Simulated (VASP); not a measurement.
# SrBRh: structure and properties in VASP, part 2 of 3

Aim: relax SrBRh, then compute properties on the relaxed cell. The cell is invented: other elements were put on sites of a known structure type. It may not be a known or stable phase. Left out of this account: at least 1 further run (core levels: core levels are not valid at this level).

VASP 6.6.1; rSCAN with D4; plane waves and PAW (Sr_sv, B, Rh_pv); invented cell.

Still holding for the runs below: The k-mesh is coarse for a metal.

So far. Step 2 (Relaxing cell and atoms (rSCAN + D4)): It ends with forces that vanish by symmetry and a pressure of 0.04 GPa. The relaxed cell has a = 3.641, c = 4.679 Å (conventional setting).

## Step 3: Second relaxation

The basis stayed that of the start cell while the cell moved. A rerun from the cell reached resets it; the error of the finite cutoff stays. The mesh changes with the cell too.

Contents of INCAR:

```
SYSTEM = SrBRh
PREC = Accurate
ENCUT = 420
EDIFF = 1E-06
NELM = 100
ISMEAR = 1
SIGMA = 0.2
LREAL = .FALSE.
ALGO = Normal
METAGGA = RSCAN
IVDW = 13
VDW_S6 = 1
VDW_S8 = 0.87728975
VDW_A1 = 0.49116966
VDW_A2 = 5.75859346
LASPH = .TRUE.
LORBIT = 11
LWAVE = .FALSE.
LCHARG = .FALSE.
IBRION = 2
NSW = 60
ISIF = 3
EDIFFG = -0.01
```

Contents of POSCAR:

```
SrBRh
1.0
    3.6410454738      0.0000000000      0.0000000000
   -1.8205227369      3.1532378831      0.0000000000
    0.0000000000      0.0000000000      4.6794047712
Sr B Rh
1 1 1
Direct
    0.6666666700      0.3333333300      0.5000000000
    0.3333333300      0.6666666700      0.0000000000
    0.0000000000      0.0000000000      0.0000000000
```

Contents of KPOINTS:

```
Automatic mesh
0
Gamma
7 7 5
0 0 0
```

The projector-augmented-wave data sets are Sr_sv, B and Rh_pv (PBE family, release 64).

Run with:

```bash
mpirun -np 1 vasp_std
```

Log:

```text
[banner, memory and clock lines left out]
running    1 mpi-ranks, on    1 nodes
 distrk:  each k-point on    1 cores,    1 groups
 distr:  one band on    1 cores,    1 groups

 POSCAR found type information on POSCAR SrB Rh
 POSCAR found :  3 types and       3 ions
 [... a notice as in an earlier step ...]

 LDA part: xc-table for (None), standard interpolation
 POSCAR, INCAR and KPOINTS ok, starting setup
 FFT: planning ... GRIDC
 FFT: planning ... GRID_SOFT
 FFT: planning ... GRID
 WAVECAR not read
 entering main loop
       N       E                     dE             d eps       ncg     rms          rms(c)
DAV:   1     0.125638454525E+03    0.12564E+03   -0.14784E+04   920   0.131E+03
DAV:   2    -0.749251169486E+02   -0.20056E+03   -0.19689E+03   980   0.372E+02
DAV:   3    -0.844770204780E+02   -0.95519E+01   -0.94401E+01  1478   0.689E+01
DAV:   4    -0.847289229376E+02   -0.25190E+00   -0.25157E+00  1122   0.852E+00
DAV:   5    -0.847334934421E+02   -0.45705E-02   -0.45679E-02  1236   0.973E-01    0.243E+01
DAV:   6    -0.761202240525E+02    0.86133E+01   -0.26360E+01   938   0.381E+01    0.102E+01
DAV:   7    -0.751946736432E+02    0.92555E+00   -0.90436E+00   966   0.202E+01    0.957E+00
DAV:   8    -0.752242037888E+02   -0.29530E-01   -0.43638E-01  1124   0.392E+00    0.413E+00
DAV:   9    -0.751884389369E+02    0.35765E-01   -0.29967E-01   944   0.393E+00    0.699E-01
DAV:  10    -0.751881922917E+02    0.24665E-03   -0.15104E-02  1070   0.746E-01    0.217E-01
DAV:  11    -0.751882117858E+02   -0.19494E-04   -0.80558E-04  1078   0.184E-01    0.859E-02
DAV:  12    -0.751882618256E+02   -0.50040E-04   -0.15537E-04  1212   0.800E-02    0.134E-02
DAV:  13    -0.751882643400E+02   -0.25144E-05   -0.68023E-06  1112   0.161E-02    0.106E-02
DAV:  14    -0.751882655925E+02   -0.12525E-05   -0.17145E-06   732   0.945E-03    0.353E-03
DAV:  15    -0.751882654894E+02    0.10314E-06   -0.14038E-07   494   0.241E-03
   1 F= -.75631167E+02 E0= -.75631520E+02  d E =-.756312E+02
 curvature:   0.00 expect dE= 0.000E+00 dE for cont linesearch  0.000E+00
 trial: gam= 0.00000 g(F)=  0.543E-44 g(S)=  0.151E-03 ort = 0.000E+00 (trialstep = 0.100E+01)
 search vector abs. value=  0.151E-03
 bond charge predicted
       N       E                     dE             d eps       ncg     rms          rms(c)
DAV:   1    -0.751926974029E+02   -0.44318E-02   -0.57897E-02   888   0.239E+00    0.492E-01
DAV:   2    -0.751910850817E+02    0.16123E-02   -0.51398E-02   914   0.159E+00    0.311E-01
DAV:   3    -0.751894730939E+02    0.16120E-02   -0.95559E-03   908   0.661E-01    0.634E-02
DAV:   4    -0.751894203132E+02    0.52781E-04   -0.62721E-04  1114   0.151E-01    0.524E-02
DAV:   5    -0.751894162000E+02    0.41132E-05   -0.48360E-05  1122   0.409E-02    0.343E-02
DAV:   6    -0.751894163884E+02   -0.18840E-06   -0.59319E-06   998   0.159E-02
   2 F= -.75631223E+02 E0= -.75631590E+02  d E =-.562480E-04
 trial-energy change:   -0.000056  1 .order   -0.000076   -0.000151   -0.000002
 step:   1.1016(harm=  1.0115)  dis= 0.00000  next Energy=   -75.631223 (dE=-0.563E-04)
 reached required accuracy - stopping structural energy minimisation
```

The job ended after 2.3 min (1 MPI rank of AMD EPYC 7R43, shared host; peak memory 0.14 GiB).

Parts of OUTCAR (step 3):

```text
  LATTYP: Found a hexagonal cell.
 ALAT       =     3.6410454738
 C/A-ratio  =     1.2851816339

The static configuration has the point symmetry D_3h.

 Found     24 irreducible k-points:

   k-points           NKPTS =     24   k-points in BZ     NKDIM =     24   number of bands    NBANDS=     18

   dimension x,y,z NGX =    24 NGY =   24 NGZ =   32
   dimension x,y,z NGXF=    48 NGYF=   48 NGZF=   64

   ENCUT  =  420.0 eV  30.87 Ry    5.56 a.u.   6.08  6.08  7.82*2*pi/ulx,y,z

   NELECT =      28.0000    total number of electrons

 E-fermi :   5.8285

 k-point     1 :       0.0000    0.0000    0.0000
  band No.  band energies     occupation
    ...
     10       1.0801      2.00000
     11       2.1557      2.00000
     12       3.5704      2.00000
     13       3.5704      2.00000
     14       5.0168      2.00000
     15       7.6916     -0.00000
     16       9.0787     -0.00000
     17       9.0787     -0.00000
     18      11.7789      0.00000

 k-point     2 :       0.1429    0.0000    0.0000
  band No.  band energies     occupation
    ...
     10       1.3301      2.00000
     11       2.3661      2.00000
     12       3.1273      2.00000
     13       3.4987      2.00000
     14       5.3325      2.00253
     15       7.7973     -0.00000
     16       8.4177     -0.00000
     17       9.3032     -0.00000
     18      11.6505      0.00000

  DFT-D4 for vdW energy calculation

  Edisp (eV):   -0.44181

  Total      -0.02440    -0.02440     0.01577     0.00000     0.00000     0.00000
  in kB      -0.72595    -0.72595     0.46928     0.00000     0.00000     0.00000
  external pressure =       -0.33 kB  Pullay stress =        0.00 kB

  energy-cutoff  :      420.00
  volume of cell :       53.85
      direct lattice vectors                 reciprocal lattice vectors
     3.642605776  0.000000000  0.000000000     0.274528747  0.158499246  0.000000000
    -1.821302888  3.154589144  0.000000000     0.000000000  0.316998492  0.000000000
     0.000000000 -0.000000000  4.686117063     0.000000000  0.000000000  0.213396291

 POSITION                                       TOTAL-FORCE (eV/Angst)
 -----------------------------------------------------------------------------------
      1.82130      1.05153      2.34306        -0.000000     -0.000000      0.000000
     -0.00000      2.10306      0.00000         0.000000      0.000000      0.000000
      0.00000      0.00000      0.00000         0.000000      0.000000      0.000000
 -----------------------------------------------------------------------------------
    total drift:                               -0.000017      0.000010     -0.000000

  FREE ENERGIE OF THE ION-ELECTRON SYSTEM (eV)
  ---------------------------------------------------
  free  energy   TOTEN  =       -75.6312228495 eV

  energy  without entropy=      -75.6323240009  energy(sigma->0) =      -75.63158990

 total charge
# of ion       s       p       d       tot
------------------------------------------
    1        2.039   5.845   0.263   8.147
    2        0.742   0.978   0.000   1.720
    3        0.514   6.232   7.297  14.043
--------------------------------------------------
tot          3.296  13.056   7.559  23.911

[... 2 parts as in an earlier step ...]

[... 7 further parts left out ...]
```

Dispersion corrections of this kind ignore metallic screening and tend to overbind metals.

Step by step:

```csv
step,energy less that of the first step (eV),largest force (eV/Å),pressure (GPa),volume (Å³)
1,0.0000,0.0000,0.14,53.72
2,-0.0001,0.0000,-0.03,53.85
```

| conventional cell, symmetrised | before | after | change |
| --- | --- | --- | --- |
| a (Å) | 3.641 | 3.643 | +0.0 % |
| b (Å) | 3.641 | 3.643 | +0.0 % |
| c (Å) | 4.679 | 4.686 | +0.1 % |
| volume (Å³/atom) | 17.91 | 17.95 | +0.2 % |

Final coordinates:

```cif
data_structure
_symmetry_space_group_name_H-M 'P 1'
_symmetry_Int_Tables_number 1
_cell_length_a 3.6426
_cell_length_b 3.6426
_cell_length_c 4.6861
_cell_angle_alpha 90.000
_cell_angle_beta 90.000
_cell_angle_gamma 120.000
_cell_volume 53.85
loop_
_atom_site_label
_atom_site_type_symbol
_atom_site_fract_x
_atom_site_fract_y
_atom_site_fract_z
_atom_site_occupancy
Sr1 Sr 0.66667 0.33333 0.50000 1
B2 B 0.33333 0.66667 0.00000 1
Rh3 Rh 0.00000 0.00000 0.00000 1
```

This step gave:

| Quantity | Value |
| --- | --- |
| irreducible k-points | 24 |
| free energy (TOTEN) | -75.6312 eV |
| energy at zero smearing | -75.6316 eV |
| Fermi energy | 5.829 eV |
| pressure | -0.03275 GPa |
| SCF cycles over all ionic steps | 21 |

It ends with forces that vanish by symmetry and a pressure of -0.03 GPa.

## Step 4: Single point with fields (rSCAN + D4)

The relaxed cell gets a fresh self-consistent run, on a basis set for its own volume, to fix the density and to check the remaining stress.

INCAR, as its differences from that of step 3:

```diff
@@ -18,6 +18,5 @@
 LWAVE = .FALSE.
-LCHARG = .FALSE.
-IBRION = 2
-NSW = 60
-ISIF = 3
-EDIFFG = -0.01
+LCHARG = .TRUE.
+ISIF = 2
+LELF = .TRUE.
+LVHAR = .TRUE.
```

Contents of POSCAR:

```
SrBRh
1.0
    3.6426057755      0.0000000000      0.0000000000
   -1.8213028878      3.1545891440      0.0000000000
    0.0000000000      0.0000000000      4.6861170633
Sr B Rh
1 1 1
Direct
    0.6666666700      0.3333333300      0.5000000000
    0.3333333300      0.6666666700      0.0000000000
    0.0000000000      0.0000000000      0.0000000000
```

KPOINTS is that of step 3.

Run with:

```bash
mpirun -np 1 vasp_std
```

Log:

```text
[... set-up lines as in an earlier step ...]
 entering main loop
       N       E                     dE             d eps       ncg     rms          rms(c)
DAV:   1     0.114563562083E+03    0.11456E+03   -0.14756E+04   936   0.131E+03
DAV:   2    -0.756851374998E+02   -0.19025E+03   -0.18699E+03  1004   0.362E+02
DAV:   3    -0.845358391629E+02   -0.88507E+01   -0.87422E+01  1496   0.659E+01
DAV:   4    -0.847252633233E+02   -0.18942E+00   -0.18911E+00  1074   0.765E+00
DAV:   5    -0.847313786931E+02   -0.61154E-02   -0.61134E-02  1260   0.960E-01    0.241E+01
DAV:   6    -0.761201801374E+02    0.86112E+01   -0.26291E+01   924   0.381E+01    0.102E+01
DAV:   7    -0.751950941179E+02    0.92509E+00   -0.90280E+00   962   0.202E+01    0.952E+00
DAV:   8    -0.752258940869E+02   -0.30800E-01   -0.43834E-01  1116   0.394E+00    0.414E+00
DAV:   9    -0.751897456853E+02    0.36148E-01   -0.30336E-01   946   0.395E+00    0.696E-01
DAV:  10    -0.751894992891E+02    0.24640E-03   -0.15264E-02  1078   0.749E-01    0.220E-01
DAV:  11    -0.751895167497E+02   -0.17461E-04   -0.83916E-04  1040   0.188E-01    0.865E-02
DAV:  12    -0.751895664418E+02   -0.49692E-04   -0.16241E-04  1284   0.812E-02    0.143E-02
DAV:  13    -0.751895688426E+02   -0.24008E-05   -0.65123E-06  1066   0.159E-02    0.110E-02
DAV:  14    -0.751895701639E+02   -0.13213E-05   -0.19631E-06   748   0.101E-02    0.381E-03
DAV:  15    -0.751895700576E+02    0.10630E-06   -0.14010E-07   492   0.243E-03
   1 F= -.75631377E+02 E0= -.75631743E+02  d E =0.110079E-02
```

It took 82 s on 1 MPI rank; peak memory 0.13 GiB.

OUTCAR, selected parts (step 4):

```text
  LATTYP: Found a hexagonal cell.
 ALAT       =     3.6426057755
 C/A-ratio  =     1.2864738465

The static configuration has the point symmetry D_3h.

 Found     24 irreducible k-points:

   ENCUT  =  420.0 eV  30.87 Ry    5.56 a.u.   6.09  6.09  7.83*2*pi/ulx,y,z

   NELECT =      28.0000    total number of electrons

 E-fermi :   5.8288

 k-point     1 :       0.0000    0.0000    0.0000
  band No.  band energies     occupation
    ...
     10       1.0805      2.00000
     11       2.1561      2.00000
     12       3.5708      2.00000
     13       3.5708      2.00000
     14       5.0168      2.00000
     15       7.6918     -0.00000
     16       9.0788     -0.00000
     17       9.0788     -0.00000
     18      11.7794      0.00000

 k-point     2 :       0.1429    0.0000    0.0000
  band No.  band energies     occupation
    ...
     10       1.3305      2.00000
     11       2.3665      2.00000
     12       3.1276      2.00000
     13       3.4991      2.00000
     14       5.3325      2.00252
     15       7.7975     -0.00000
     16       8.4179     -0.00000
     17       9.3032     -0.00000
     18      11.6508      0.00000

  DFT-D4 for vdW energy calculation

  Edisp (eV):   -0.44181

  Total      -0.03995    -0.03995    -0.00358     0.00000     0.00000     0.00000
  in kB      -1.18857    -1.18857    -0.10640     0.00000     0.00000     0.00000
  external pressure =       -0.83 kB  Pullay stress =        0.00 kB

  energy-cutoff  :      420.00
  volume of cell :       53.85
      direct lattice vectors                 reciprocal lattice vectors
     3.642605775  0.000000000  0.000000000     0.274528747  0.158499246  0.000000000
    -1.821302888  3.154589144  0.000000000     0.000000000  0.316998492  0.000000000
     0.000000000  0.000000000  4.686117063     0.000000000  0.000000000  0.213396291

 POSITION                                       TOTAL-FORCE (eV/Angst)
 -----------------------------------------------------------------------------------
      1.82130      1.05153      2.34306         0.000000      0.000000      0.000000
     -0.00000      2.10306      0.00000         0.000000      0.000000      0.000000
      0.00000      0.00000      0.00000        -0.000000      0.000000      0.000000
 -----------------------------------------------------------------------------------
    total drift:                               -0.000017      0.000010     -0.000000

  FREE ENERGIE OF THE ION-ELECTRON SYSTEM (eV)
  ---------------------------------------------------
  free  energy   TOTEN  =       -75.6313765188 eV

  energy  without entropy=      -75.6324773082  energy(sigma->0) =      -75.63174345

 total charge
# of ion       s       p       d       tot
------------------------------------------
    1        2.039   5.846   0.263   8.148
    2        0.742   0.978   0.000   1.720
    3        0.514   6.232   7.297  14.043
--------------------------------------------------
tot          3.295  13.056   7.559  23.911

[... 4 parts as in an earlier step ...]

[... 6 further parts left out ...]
```

Numbers from this step:

| Item | Value |
| --- | --- |
| SCF cycles | 15 |
| free energy (TOTEN) | -75.6314 eV |
| energy at zero smearing | -75.6317 eV |
| pressure | -0.08278 GPa |

Valence electrons inside each PAW sphere by angular momentum. Sphere charges, by row:

```
atom  s (e)  p (e)  d (e)  tot (e)
 Sr1  2.039  5.846  0.263    8.148
  B2  0.742  0.978      0     1.72
 Rh3  0.514  6.232  7.297    14.04
```

Valence density in the ab plane at fractional z = 0.000, with atoms of B and Rh within 0.2 Å of it. It is the smooth field of the valence electrons, not physical close to the nuclei.

Values in e/Å³, 14 rows by 14 columns, each cell a mean:
```
8.4 6.2 3.1 1.0 0.6 0.5 0.4 0.4 0.5 0.6 1.2 3.6 6.7 8.6
5.6 3.3 1.5 0.7 0.6 0.6 0.6 0.6 0.6 0.7 1.4 3.5 5.8 6.8
2.3 1.3 0.8 0.7 0.7 0.6 0.7 0.7 0.7 0.8 1.2 2.4 3.5 3.6
0.7 0.6 0.6 0.7 0.6 0.4 0.6 0.7 0.6 0.6 0.7 1.0 1.2 1.0
0.4 0.5 0.6 0.6 0.4 0.4 0.6 0.6 0.5 0.4 0.4 0.4 0.4 0.4
0.3 0.5 0.6 0.6 0.5 0.6 0.6 0.5 0.3 0.2 0.2 0.2 0.2 0.2
0.3 0.5 0.6 0.7 0.7 0.6 0.4 0.3 0.2 0.1 0.1 0.1 0.2 0.2
0.3 0.5 0.6 0.7 0.6 0.5 0.3 0.2 0.1 0.1 0.1 0.1 0.1 0.2
0.4 0.6 0.7 0.7 0.5 0.4 0.2 0.1 0.1 0.1 0.1 0.1 0.2 0.2
0.7 1.0 1.2 0.9 0.6 0.3 0.2 0.1 0.1 0.1 0.1 0.1 0.2 0.3
1.9 2.7 2.6 1.6 0.8 0.3 0.2 0.1 0.1 0.1 0.1 0.2 0.4 0.8
5.4 6.0 5.0 2.5 0.9 0.3 0.2 0.1 0.1 0.1 0.2 0.4 1.3 3.0
8.4 8.2 6.1 2.6 0.9 0.3 0.2 0.2 0.2 0.2 0.3 1.1 3.3 6.3
9.5 8.4 5.4 1.9 0.7 0.3 0.3 0.3 0.3 0.4 0.6 2.3 5.6 8.4
```
Columns run along a (3.6 Å), rows up along b (3.6 Å). Atoms in or near the plane, at fractional coordinates: B at (0.33, 0.67), Rh at (0.00, 0.00).

Electrostatic potential energy in the ab plane at fractional z = 0.000, with atoms of B and Rh within 0.2 Å of it. With pseudopotentials it is smooth inside the atoms' cores, unlike the true potential.

Values in eV, 14 rows by 14 columns, each cell a mean:
```
-66 -60 -41 -16  -4  -4  -5  -4  -3  -5 -20 -46 -62 -67
-56 -43 -23  -7  -9 -17 -20 -15  -6  -8 -24 -46 -58 -62
-35 -21  -9 -13 -25 -28 -30 -26  -9  -8 -21 -37 -46 -46
-10  -5 -10 -27 -17  -3 -21 -26  -8  -4 -11 -20 -23 -20
 -2  -4 -20 -23  -1  -1 -26 -18  -4  -1  -3  -6  -6  -4
 -1  -7 -25 -25 -14 -23 -22  -6   0   1   1   0   0   1
 -1  -6 -21 -29 -28 -20  -6   0   2   2   2   2   2   2
  0  -4 -10 -14 -11  -4   0   2   3   3   3   3   3   2
 -1  -4  -6  -6  -3  -1   1   3   3   3   3   3   2   1
-10 -17 -20 -15  -7  -1   1   3   3   3   3   2   1  -2
-31 -39 -38 -29 -15  -3   1   3   3   3   2   1  -4 -16
-56 -59 -54 -38 -19  -3   1   3   3   2   1  -6 -23 -41
-66 -67 -59 -39 -16  -2   1   2   2   1  -2 -20 -43 -59
-67 -66 -56 -31 -10  -1   0   1   1  -1 -10 -35 -56 -66
```
Columns run along a (3.6 Å; values clipped at the 3rd and 97th percentile), rows up along b (3.6 Å). Atoms in or near the plane, at fractional coordinates: B at (0.33, 0.67), Rh at (0.00, 0.00).

ELF in the ab plane at fractional z = 0.000, with atoms of B and Rh within 0.2 Å of it. It is the smooth field of the valence electrons, not physical close to the nuclei.

Values, 14 rows by 14 columns, each cell a mean:
```
0.08 0.27 0.40 0.37 0.46 0.62 0.66 0.66 0.60 0.42 0.37 0.40 0.23 0.05
0.31 0.39 0.41 0.52 0.67 0.66 0.62 0.69 0.67 0.48 0.40 0.40 0.32 0.24
0.38 0.39 0.51 0.70 0.64 0.42 0.45 0.68 0.70 0.48 0.37 0.39 0.40 0.39
0.32 0.48 0.69 0.60 0.25 0.08 0.31 0.66 0.67 0.42 0.29 0.29 0.30 0.29
0.41 0.62 0.66 0.33 0.06 0.07 0.39 0.67 0.61 0.36 0.22 0.19 0.19 0.23
0.55 0.66 0.59 0.31 0.20 0.33 0.58 0.66 0.52 0.31 0.19 0.16 0.20 0.32
0.60 0.67 0.67 0.62 0.61 0.65 0.65 0.57 0.41 0.26 0.19 0.19 0.28 0.42
0.57 0.65 0.71 0.73 0.71 0.64 0.54 0.43 0.30 0.21 0.18 0.22 0.31 0.43
0.42 0.49 0.54 0.53 0.48 0.41 0.34 0.28 0.21 0.17 0.17 0.21 0.28 0.34
0.31 0.37 0.40 0.36 0.29 0.22 0.21 0.19 0.17 0.17 0.17 0.19 0.20 0.23
0.37 0.40 0.41 0.36 0.26 0.17 0.17 0.18 0.20 0.19 0.18 0.16 0.18 0.26
0.33 0.30 0.37 0.38 0.27 0.18 0.20 0.26 0.28 0.25 0.19 0.19 0.29 0.38
0.08 0.10 0.31 0.38 0.26 0.22 0.32 0.40 0.39 0.30 0.21 0.28 0.37 0.27
0.01 0.08 0.33 0.36 0.28 0.36 0.51 0.54 0.49 0.35 0.28 0.37 0.31 0.08
```
Columns run along a (3.6 Å), rows up along b (3.6 Å). Atoms in or near the plane, at fractional coordinates: B at (0.33, 0.67), Rh at (0.00, 0.00).

In this run the pressure is -0.08 GPa, small enough to go on; single stress components reach 0.12 GPa.

[end of part 2 of 3]

[Lines on the potential files, build, host, timing and source positions are cut from VASP's logs without a mark.]

[Logs are printed without paths, hosts, clocks, repeated set-up lines and the standing remarks that a program may print on its own settings, such as how far it seeks lower states.]

[Hosts, paths, dates, database ids (printed as entryN), source tags and the programs' standing remarks are cut or masked in the printed files.]

[A measured line is paired with the nearest computed mode of its activity, which favours agreement.]

[In band tables of VASP the shares of atoms and orbitals are scaled to a sum of 1 inside the atoms' spheres.]
